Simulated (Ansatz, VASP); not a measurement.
# Cross-check of PbF2 (Fluorocronite) between VASP and Ansatz

One calculation is typed for both programs; each brings its own data sets and cutoff. How far apart do they land? The cell is taken from a series of VASP runs on this material, whose earlier steps may have relaxed, scaled or displaced it; both programs get it as it stands.

Main program and level: Ansatz 0.2.0; plane waves, with VASP 6.6.1 beside it; relaxation of cell and atoms at LDA and relaxation of cell and atoms at r2SCAN.

### Step 1. Starting point

It takes space group Fm-3m (No. 225, cubic). The conventional cell has a = 5.813 Å, b = 5.813 Å, c = 5.813 Å, α = 90.00°, β = 90.00°, γ = 90.00°. Nearest to Pb lie 8 F at 2.52 Å. Nearest to F lie 4 Pb at 2.52 Å. Farther neighbours and most contacts between anions are not listed.

Coordinates:

```cif
data_structure
_symmetry_space_group_name_H-M 'Fm-3m'
_symmetry_Int_Tables_number 225
_cell_length_a 5.8130
_cell_length_b 5.8130
_cell_length_c 5.8130
_cell_angle_alpha 90.000
_cell_angle_beta 90.000
_cell_angle_gamma 90.000
_cell_volume 196.43
loop_
_atom_site_label
_atom_site_type_symbol
_atom_site_symmetry_multiplicity
_atom_site_Wyckoff_symbol
_atom_site_fract_x
_atom_site_fract_y
_atom_site_fract_z
_atom_site_occupancy
Pb1 Pb 4 a 0.00000 0.00000 0.00000 1
F1 F 8 c 0.25000 0.25000 0.75000 1
```

### Step 2. Ansatz: relaxation of cell and atoms, LDA

Ansatz runs on its default PAW (the set named soft_2) files.

The relaxed volume is the usual yardstick between codes: its relative difference is about their pressure difference at one cell divided by the bulk modulus.

input.yaml

```yaml
crystal:
  lattice:
    - [0.0, 2.9064953254, 2.9064953254]
    - [2.9064953254, 0.0, 2.9064953254]
    - [2.9064953254, 2.9064953254, 0.0]
  atoms:
    - { symbol: Pb, position: [0.0, 0.0, 0.0] }
    - { symbol: F, position: [0.75, 0.75, 0.75] }
    - { symbol: F, position: [0.25, 0.25, 0.25] }
hamiltonian:
  xc: lda
  pseudopotentials: { kind: paw }
kpoints:
  mp_grid: { grid: [6, 6, 6] }
scf:
  occupations: { method: gaussian, width: 0.03 }
relax:
  f_tol: 0.01
  max_steps: 60
  cell: { stress_tol: 0.05 }
output:
  forces: true
  stress: true
  write_density: true
  write_potential: true
  elf: true
  volumetric_format: npy
```

Launch:

```
$ ansatz run input.yaml --threads 4 --pin off --max-ram 9216MiB --backend cpu --events-out ev --progress --plain --runs-dir out
```

Numbers of over 12 decimals in the logs are rounded to 6 here.

The log of the run:

```text
Engine: ansatz 0.2.0, aarch64-unknown-linux-gnu
Pseudopotentials: kind: paw
Pseudopotential: Pb, paw, valence charge 14, recommended cutoff 420 eV (normal), Pb.paw.azcp
Pseudopotential: F, paw, valence charge 7, recommended cutoff 420 eV (normal), F.paw.azcp
Functional definition: SPW92
  exchange = slater_x
  correlation = pw_c
Crystal: 3 atoms, lattice volume = 49.106 Å³
Basis set: ecut = 420 eV, 941 PW (Γ)
Bands: 18, of which v1, the nominal top of the filled ones, is band 14 counted from 1 (13 counted from 0)
Symmetry: 48 space group operations
Space group: Fm-3m (ITA 225), of the structure as read, at distance tolerance 3.7e-5 Å
k-points: 16 of 216
Non-local potential: Pb, projectors of the file, l = 0: 2, l = 1: 2, l = 2: 2, l = 3: 2
Non-local potential: F, projectors of the file, l = 0: 2, l = 1: 2, l = 2: 1
PAW form: soft (Blöchl's): semilocal exchange-correlation on the pseudo side does not see the compensation charge
PAW frozen core: Pb, regenerated for the run's functional, and the local potential with it (the file was generated under x = pbe(κ = 0.804, μ = 0.219515), c = pbe(β = 0.066725))
PAW frozen core: F, regenerated for the run's functional, and the local potential with it (the file was generated under x = pbe(κ = 0.804, μ = 0.219515), c = pbe(β = 0.066725))
PAW one-centre angular grid: Pb, 590 points (default); XC on 64 Gauss nodes
PAW one-centre angular grid: F, 110 points (default); XC on 64 Gauss nodes
Initial density: superposition of atomic densities (neutral atoms: chi_scale 0, normalization atom), corrected by the library's trained network
Initial wavefunctions: pseudopotential atomic-orbital guess
Functional: x = slater, c = lda
SCF iter   1: F=—  HF=-13191.305343 eV  |F-HF|=—  |Δ(HF+E_count)|=         —  Δρ=1.94e-2  dr2=1.39e-1  ethr=1.77e-3  ⟨swp⟩=6.0  Hψ=1434  notcnv=0
preconditioner: auto → none  [insulator: Δε(μ)=4.075 eV  Ē_g=17.035 eV  σ=0.030 eV  W_gap=1.00  n_scr=14 (ndim 8)  ℏωp=28.0 eV  f_vac=0.126  D(μ)=0.00/eV (n_scr^D=0)  ε∞_Penn≈3.7]
SCF iter   2: F=—  HF=-13191.282019 eV  |F-HF|=—  |Δ(HF+E_count)|=   2.33e-2  Δρ=1.38e-2  dr2=5.31e-2  ethr=4.97e-4  ⟨swp⟩=2.2  Hψ=708  notcnv=0
SCF iter   3: F=—  HF=-13191.266504 eV  |F-HF|=—  |Δ(HF+E_count)|=   1.55e-2  Δρ=1.48e-3  dr2=5.33e-4  ethr=1.90e-4  ⟨swp⟩=2.2  Hψ=521  notcnv=0
SCF iter   4: F=—  HF=-13191.266284 eV  |F-HF|=—  |Δ(HF+E_count)|=   2.20e-4  Δρ=3.33e-4  dr2=2.16e-5  ethr=1.90e-6  ⟨swp⟩=2.3  Hψ=521  notcnv=0
SCF iter   5: F=—  HF=-13191.266281 eV  |F-HF|=—  |Δ(HF+E_count)|=   2.99e-6  Δρ=3.23e-5  dr2=5.87e-7  ethr=7.70e-8  ⟨swp⟩=2.4  Hψ=516  notcnv=0
SCF iter   6: F=-13191.266281 eV  HF=-13191.266281 eV  |F-HF|=3.49e-10  |Δ(HF+E_count)|=   2.05e-7  Δρ=3.84e-6  dr2=3.18e-9  ethr=3.57e-10  ⟨swp⟩=8.2  Hψ=1735  notcnv=0
SCF 1 converged in 6 iterations: F = -13191.266281 eV  dr2 = 3.18e-9
  greatest PAW one-centre occupation: 0.984 electrons in one spin orbital (limit 2), on the Pb atom at site 0 (counted from 0), in its partial waves of l = 2
relax step   1: F+E_penalty+E_count = -13191.26628104 eV  Δ(F+E_penalty+E_count) = +0.000e0 eV  max|allowed force component| = 8.481e-18 eV/Å  Δτ_max = 0.0000 Å  P = -0.077 GPa  Ω = 49.106 Å³  (6 SCF iters, dr2 threshold 1.00e-7 eV, accepted)
[...]
relax step   2: F+E_penalty+E_count = -13191.26658946 eV  Δ(F+E_penalty+E_count) = -3.084e-4 eV  max|allowed force component| = 4.163e-17 eV/Å  Δτ_max = 0.0000 Å  P = +0.065 GPa  Ω = 49.034 Å³  energy of the carried Pulay correction = +3.056e-4 eV  (4 SCF iters, dr2 threshold 1.49e-8 eV, accepted)
[...]
relax step   3: F+E_penalty+E_count = -13191.26645695 eV  Δ(F+E_penalty+E_count) = +1.325e-4 eV  max|allowed force component| = 1.241e-16 eV/Å  Δτ_max = 0.0000 Å  P = +0.000 GPa  Ω = 49.067 Å³  energy of the carried Pulay correction = +1.664e-4 eV  (4 SCF iters, dr2 threshold 1.04e-8 eV, accepted)
[...]
relax step   4: F+E_penalty+E_count = -13191.26565374 eV  Δ(F+E_penalty+E_count) = +8.032e-4 eV  max|allowed force component| = 1.025e-16 eV/Å  Δτ_max = 0.0000 Å  P = -0.008 GPa  Ω = 49.067 Å³  stress off target by 8.26e-3 GPa  SCF on the basis re-selected at this cell (its energy is not comparable with the rows above)  (5 SCF iters)
basis re-selected at this cell: Δ(F+E_penalty+E_count) = +8.032e-4 eV, ΔP = -0.008 GPa vs the last step (what re-selecting the basis moved, of the pressure what is left beyond the Pulay correction that the steps carried, after the strain that the cell walked since its last selection, with what the two solves' SCF thresholds leave and, on support functions, any second-order correction that the steps lacked; it is no m [...]
SCF converged after 5 iterations
Free energy (F): -13191.265654 eV
Harris-Foulkes:  -13191.265654 eV  (|F-HF|=7.28e-12)
Internal energy: -13191.265654 eV  (E = F + TS)
E sigma→0 (E₀):  -13191.265654 eV
Fermi energy:    7.606852 eV
--- Per-component energies (eV) ---
  E_band       = -113.792756
  E_kinetic    = 696.999482
  E_local      = -2189.269457  (includes V_loc(G=0)·N_el)
  E_nonlocal   = 505.839801
  E_hartree    = 836.019657
  E_xc         = -376.450753
  E_vxc        = -336.875432  (∫ρ·V_xc dr)
  E_paw        = -10472.805026  (= ΣΔE_a)
  E_vpaw       = -462.530513  (= ΣTr[D̂ρ^β])
  E_aug_tail   = 0.004093  (compensation charges beyond the density's cutoff)
  E_ewald      = -2191.752240
  E_core_change = 0.148790  (= ΣΔE_core)
  E_smearing   = -0.000000  (= −TS)
  E_closure    = -0.000000  (closes the sum)
  Σ components = -13191.265654   (vs F -13191.265654, Δ=0.00e0)
--- Forces (eV/Å), atoms counted from 1 ---
  atom   1  Pb    -0.00000000    -0.00000000     0.00000000
  atom   2  F      0.00000000     0.00000000     0.00000000
  atom   3  F     -0.00000000    -0.00000000    -0.00000000
  max |Σ_I F_I| component: 4.63e-17 eV/Å
--- Stress (GPa, compression-positive) ---
       -0.008255      -0.000000      -0.000000
       -0.000000      -0.008255      -0.000000
       -0.000000       0.000000      -0.008255
  P = ⅓ Tr σ = -0.0083 GPa (-0.083 kbar)
--- Band table (eV; the first three rows and the last of 16) ---
  k-point 0: bands = [... 10 lower, 2.6315, 3.1402, 3.1402, 3.1402, 12.1403, 12.1403, 12.1403, 15.8980]
  k-point 1: bands = [... 10 lower, 2.5606, 3.0996, 3.0996, 3.9267, 11.2730, 12.3970, 12.3970, 17.4151]
  k-point 2: bands = [... 10 lower, 2.4220, 3.0196, 3.0196, 4.9891, 10.5060, 12.9281, 12.9281, 18.5545]
  k-point 15: bands = [... 10 lower, 2.9414, 3.5477, 3.6863, 5.4577, 10.6449, 12.4113, 12.9426, 15.0292]
--- Relaxed structure (3 steps of the walk, 3 accepted, 1 SCFs on fresh bases) ---
  F+E_penalty+E_count = -13191.26565374 eV   max|allowed force component| = 1.025e-16 eV/Å   (the final SCF, on the basis selected at the relaxed cell)
  cell:  # Å, volume = 49.0670 Å³
    - [0, 2.905717, 2.905717]
    - [2.905717, 0, 2.905717]
    - [2.905717, 2.905717, 0]
  atoms:
    - { symbol: Pb, position: [0, 0, 0] }
    - { symbol: F, position: [0.750000, 0.750000, 0.750000] }
    - { symbol: F, position: [0.25, 0.25, 0.25] }
```

It took 1.1 s on 4 threads of Arm Neoverse V2, shared host; peak memory 0.31 GiB.

### Step 3. VASP: relaxation of cell and atoms, LDA

The same cell, functional (in two slightly different forms), mesh and smearing now go to VASP, with its own data sets and cutoff.

Lines of VASP's logs that name or quote its potential files are left out, and so is its time.

INCAR

```
SYSTEM = PbF2
PREC = Accurate
ENCUT = 520
EDIFF = 1E-06
NELM = 100
ISMEAR = 0
SIGMA = 0.03
LREAL = .FALSE.
ALGO = Normal
GGA = CA
NBANDS = 20
LORBIT = 11
LWAVE = .FALSE.
LCHARG = .FALSE.
KPAR = 4
IBRION = 2
NSW = 50
ISIF = 3
EDIFFG = -0.006
```

POSCAR

```
PbF2
1.0
    0.0000000000      2.9064953254      2.9064953254
    2.9064953254      0.0000000000      2.9064953254
    2.9064953254      2.9064953254      0.0000000000
Pb F
1 2
Direct
    0.0000000000      0.0000000000      0.0000000000
    0.7500000000      0.7500000000      0.7500000000
    0.2500000000      0.2500000000      0.2500000000
```

KPOINTS

```
Automatic mesh
0
Gamma
6 6 6
0 0 0
```

PAW data sets: Pb_d and F (LDA family, release 64).

Launch:

```
$ mpirun -np 4 vasp_std
```

The log of the run:

```text
[banner, memory and clock lines left out]
running    4 mpi-ranks, on    1 nodes
 distrk:  each k-point on    1 cores,    4 groups
 distr:  one band on    1 cores,    1 groups

 POSCAR found type information on POSCAR PbF
 POSCAR found :  2 types and       3 ions
 LDA part: xc-table for (Slater(with rela. corr.)+CA(PZ))
 , standard interpolation
 POSCAR, INCAR and KPOINTS ok, starting setup
 FFT: planning ... GRIDC
 FFT: planning ... GRID_SOFT
 FFT: planning ... GRID
 WAVECAR not read
 entering main loop
       N       E                     dE             d eps       ncg     rms          rms(c)
DAV:   1     0.299314879624E+03    0.29931E+03   -0.14949E+04   644   0.163E+03
DAV:   2     0.105333386160E+02   -0.28878E+03   -0.27261E+03   660   0.434E+02
DAV:   3    -0.167942531011E+02   -0.27328E+02   -0.26930E+02   728   0.146E+02
DAV:   4    -0.176395809340E+02   -0.84533E+00   -0.84454E+00   732   0.266E+01
DAV:   5    -0.176690807564E+02   -0.29500E-01   -0.29497E-01   812   0.519E+00    0.741E+00
DAV:   6    -0.160140791166E+02    0.16550E+01   -0.80295E+00   888   0.238E+01    0.252E+00
DAV:   7    -0.159834008574E+02    0.30678E-01   -0.38839E-01   664   0.413E+00    0.141E+00
DAV:   8    -0.159573609999E+02    0.26040E-01   -0.94246E-02   724   0.338E+00    0.495E-01
DAV:   9    -0.159542619022E+02    0.30991E-02   -0.15900E-02   808   0.102E+00    0.863E-02
DAV:  10    -0.159545184953E+02   -0.25659E-03   -0.51203E-04   664   0.197E-01    0.234E-02
DAV:  11    -0.159545111765E+02    0.73188E-05   -0.42333E-05   800   0.554E-02    0.733E-03
DAV:  12    -0.159545126566E+02   -0.14801E-05   -0.34334E-06   676   0.166E-02    0.184E-03
DAV:  13    -0.159545126634E+02   -0.68630E-08   -0.12151E-07   468   0.300E-03
   1 F= -.15954513E+02 E0= -.15954513E+02  d E =-.159545E+02
 curvature:   0.00 expect dE= 0.000E+00 dE for cont linesearch  0.000E+00
 trial: gam= 0.00000 g(F)=  0.268E-49 g(S)=  0.350E-05 ort = 0.000E+00 (trialstep = 0.100E+01)
 search vector abs. value=  0.350E-05
 reached required accuracy - stopping structural energy minimisation
```

Parts of OUTCAR (step 3):

```text
ion  position               nearest neighbor table
   1  0.000  0.000  0.000-   2 2.52   2 2.52   2 2.52   2 2.52   3 2.52   3 2.52   3 2.52   3 2.52

  LATTYP: Found a face centered cubic cell.
 ALAT       =     5.8129906508

 Subroutine GETGRP returns: Found 48 space group operations
 (whereof 48 operations were pure point group operations)

The static configuration has the point symmetry O_h .

 Found     16 irreducible k-points:

   k-points           NKPTS =     16   k-points in BZ     NKDIM =     16   number of bands    NBANDS=     20

   dimension x,y,z NGX =    32 NGY =   32 NGZ =   32
   dimension x,y,z NGXF=    64 NGYF=   64 NGZF=   64

   ENCUT  =  520.0 eV  38.22 Ry    6.18 a.u.   7.64  7.64  7.64*2*pi/ulx,y,z

   NELECT =      28.0000    total number of electrons

 k-points in reciprocal lattice and weights: Automatic mesh
   0.00000000  0.00000000  0.00000000       0.005
   0.16666667  0.00000000  0.00000000       0.037
   0.33333333  0.00000000  0.00000000       0.037
   0.50000000  0.00000000  0.00000000       0.019
   0.16666667  0.16666667  0.00000000       0.028
   0.33333333  0.16666667  0.00000000       0.111
   0.50000000  0.16666667  0.00000000       0.111
  -0.33333333  0.16666667  0.00000000       0.111
  -0.16666667  0.16666667  0.00000000       0.056
[...]
-0.33333333  0.33333333  0.16666667       0.111
  -0.33333333  0.50000000  0.16666667       0.056

 average (electrostatic) potential at core
       1 -92.5639       2 -74.8744       3 -74.8744

 E-fermi :   2.3830

 k-point     1 :       0.0000    0.0000    0.0000
  band No.  band energies     occupation
    ...
     10      -0.6364      2.00000
     11      -0.6364      2.00000
     12      -0.1237      2.00000
     13      -0.1237      2.00000
     14      -0.1237      2.00000
     15       8.8690      0.00000
     16       8.8690      0.00000
     17       8.8690      0.00000
     18      12.6436      0.00000
     19      17.2026      0.00000
    ...

 k-point     2 :       0.1667    0.0000    0.0000
  band No.  band energies     occupation
    ...
     10      -0.7069      2.00000
     11      -0.7069      2.00000
     12      -0.1649      2.00000
     13      -0.1649      2.00000
     14       0.6720      2.00000
     15       8.0032      0.00000
     16       9.1267      0.00000
     17       9.1267      0.00000
     18      14.1569      0.00000
     19      16.5558      0.00000
    ...

 k-point     3 :       0.3333    0.0000    0.0000
  band No.  band energies     occupation
    ...
     10      -0.8443      2.00000
     11      -0.8443      2.00000
     12      -0.2463      2.00000
     13      -0.2463      2.00000
     14       1.7458      2.00000
     15       7.2340      0.00000
     16       9.6601      0.00000
     17       9.6601      0.00000
     18      15.2824      0.00000
     19      15.9341      0.00000
    ...

  Total       -0.0085119     -0.0085119     -0.0085119      0.0000000      0.0000000     -0.0000000
  in kB       -0.2777138     -0.2777138     -0.2777138      0.0000000      0.0000000     -0.0000000
  external PRESSURE =      -0.2777138 kB  Pullay stress =       0.0000000 kB

  energy-cutoff  :      520.00
  volume of cell :       49.11
      direct lattice vectors                 reciprocal lattice vectors
     0.000000000  2.906495325  2.906495325    -0.172028489  0.172028489  0.172028489
     2.906495325  0.000000000  2.906495325     0.172028489 -0.172028489  0.172028489
     2.906495325  2.906495325  0.000000000     0.172028489  0.172028489 -0.172028489

 POSITION                                       TOTAL-FORCE (eV/Angst)
 -----------------------------------------------------------------------------------
      0.00000      0.00000      0.00000         0.000000      0.000000      0.000000
      4.35974      4.35974      4.35974         0.000000      0.000000     -0.000000
      1.45325      1.45325      1.45325        -0.000000     -0.000000     -0.000000
 -----------------------------------------------------------------------------------
    total drift:                                0.000000     -0.000000      0.000000

  FREE ENERGIE OF THE ION-ELECTRON SYSTEM (eV)
  ---------------------------------------------------
  free  energy   TOTEN  =       -15.9545126634 eV

  energy  without entropy=      -15.9545126634  energy(sigma->0) =      -15.95451266

 reached required accuracy - stopping structural energy minimisation

 total charge
# of ion       s       p       d       tot
------------------------------------------
    1        1.551   0.320   9.868  11.739
    2        1.735   4.309   0.000   6.044
    3        1.735   4.309   0.000   6.044
--------------------------------------------------
tot          5.021   8.938   9.868  23.827

[... 3 further parts left out ...]
```

CONTCAR:

```
PbF2
   1.00000000000000
     0.0000000000000000    2.9064953253999999    2.9064953253999999
     2.9064953253999999    0.0000000000000000    2.9064953253999999
     2.9064953253999999    2.9064953253999999    0.0000000000000000
  Pb              F
     1     2
Direct
     0.0000000000000000    0.0000000000000000    0.0000000000000000
     0.7500000000000000    0.7500000000000000    0.7500000000000000
     0.2500000000000000    0.2500000000000000    0.2500000000000000
```

### Step 4. Differences

Known differences besides the potentials themselves: the two LDA forms differ slightly; both relaxations stop at a tolerance, which leaves soft axes loose, and VASP keeps its plane-wave basis; the cutoff is 420 eV in Ansatz and 520 eV in VASP; VASP's log shows a relativistic correction to its local exchange, Ansatz's none; Ansatz adds a Pulay correction to the stress that steers its cell, VASP none. Total energies have different zeros and are not compared.

Both answers:

```csv
quantity,Ansatz,VASP,difference
volume (Å³),49.07,49.11,-0.08 %
"edge a after relaxation, in the typed setting (Å)",4.109,4.110,-0.03 %
```

The walks stopped with -0.01 GPa left in Ansatz and -0.03 GPa in VASP; each walk ends within a tolerance, so the volume difference is uncertain by about these residues over the bulk modulus, most in soft cells.

(Continued in part 2 of 2.)

[Lines on the potential files, build, host, timing and source positions are cut from VASP's logs without a mark.]

[Logs are printed without paths, hosts, clocks, repeated set-up lines and the standing remarks that a program may print on its own settings, such as how far it seeks lower states.]

[Hosts, paths, dates, database ids (printed as entryN), source tags and the programs' standing remarks are cut or masked in the printed files.]
